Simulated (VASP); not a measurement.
Here is the system:

```
CELL_PARAMETERS angstrom
      0.00000     2.25271     2.25271
      2.25271     0.00000     2.25271
      2.25271     2.25271     0.00000
ATOMIC_POSITIONS crystal
  Ga 0.00000 0.00000 0.00000
  N  0.25000 0.25000 0.25000
```

All values below come from r2SCAN meta-GGA, VASP's PBE PAW potentials (set 64) (plane waves; VASP). Numerical set-up: 520 eV cut-off, 13×13×13 Γ-centred mesh, Gaussian smearing of 0.010 eV, potentials Ga_d N.

Problem. The job: GaN (zinc blende), 2 atoms, r2SCAN, optics run with many empty bands, 520 eV, 13×13×13 Γ-centred mesh. Roughly how much core time does it take on a busy server core?

Solution. About 2 core-minutes (one run on a shared machine, a rough figure). It had 84 irreducible k-points, 39 bands, up to 628 plane waves and 24 electronic steps.

The compound is GaN in the zinc blende structure, a metastable form; wurtzite is the usual one. It was relaxed first.
